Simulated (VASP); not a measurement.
SiC (6h): the band gap from VASP (plane waves, PAW) at several levels of theory. Gaps are without spin-orbit coupling. Each level names its cell: its own relaxed one, PBE's, or the starting one. A gap is the smallest over the k-mesh and a band path; hybrids may have named points in place of the path, and GW has the mesh alone.

```tsv
level	band gap (eV)
PBE (own cell)	2.02
PBEsol (own cell)	1.91
```

The cell of the PBE (own cell) run:

```
CSi
1.0
    1.54684    -2.67921     0.00000
    1.54684     2.67921     0.00000
    0.00000     0.00000    15.18064
Si C
6 6
Cartesian
  1.54684  -2.67921  15.17829
  0.00000   0.00000   7.58797
  1.54684  -0.89307  12.64680
  1.54684   0.89307   5.05648
  1.54684  -0.89307   2.52907
  1.54684   0.89307  10.11939
  1.54684   2.67921  13.27512
  1.54684  -2.67921   5.68480
  1.54684  -0.89307  10.74927
  1.54684   0.89307   3.15895
  1.54684  -0.89307   0.63153
  1.54684   0.89307   8.22184
```

Only levels that ran to the end are used. Left out are those held back, those with too coarse a band path, GW runs whose mesh misses a band edge, hybrids' fits of cells that aren't cubic and levels without matching references; a question may draw on a part of the rest.

The compound is SiC in the 6h structure.
